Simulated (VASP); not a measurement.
Here is the system:

```
CdSe
1.0
    0.00000     3.13429     3.13429
    3.13429     0.00000     3.13429
    3.13429     3.13429     0.00000
Cd Se
1 1
Direct
  0.00000   0.00000   0.00000
  0.25000   0.25000   0.25000
```

These are revPBE GGA, VASP's PBE PAW potentials (set 64) (plane waves; VASP) values and carry that method's errors. Numerical set-up: 520 eV cut-off, Gaussian smearing of 0.050 eV, potentials Cd Se.

Question: Predict the band gap (along the path) with the smallest direct gap where there is one.

Answer: 
| Item | Value |
|---|---|
| band gap (along the path) | 0.55 eV |
| smallest direct gap (along the path) | 0.55 eV |

The compound is CdSe in the zinc blende structure, whereas wurtzite is the usual form. It was relaxed first, which changed the volume by +11 %.
